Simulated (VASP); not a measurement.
A run of VASP 6.6.1 is set up as follows.

File INCAR:

```
PREC = Accurate ; ENCUT = 600
EDIFF = 1E-7 ; ISMEAR = 0
SIGMA = 0.1 ; LREAL = False
LASPH = True ; NELM = 100
ALGO = Fast ; ISIF = 3
LWAVE = False ; LCHARG = False
GGA = PE ; IVDW = 12
IBRION = 2 ; NSW = 90
EDIFFG = -0.005
```

Contents of KPOINTS:

```
Automatic mesh
0
Gamma
  18 18 18
```

POSCAR

```
Al
1.0
    0.0000000000      2.0248050000      2.0248050000
    2.0248050000      0.0000000000      2.0248050000
    2.0248050000      2.0248050000      0.0000000000
Al
1
Direct
    0.0000000000      0.0000000000      0.0000000000
```

Potentials or basis: VASP PAW PBE potentials, release 64 (Al).

Command:

```console
$ cat potpaw_PBE.64/Al/POTCAR > POTCAR
$ mpirun -np 1 vasp_std > vasp.out
```

(1) Estimate the space group after relaxing (to 0.05 Å).

(2) Estimate the relaxed cell.

(3) Predict the dispersion energy per atom.

(4) Predict the relaxed volume.

## Answers

(1) Fm-3m (No. 225).

(2) a = 2.815 Å, b = 2.815 Å, c = 2.815 Å, α = 60.00°, β = 60.00°, γ = 60.00°.

(3) -0.352 eV.

(4) 15.78 Å³/atom.

Caveat: pairwise dispersion overbinds metals, which lowers pressure and volume.
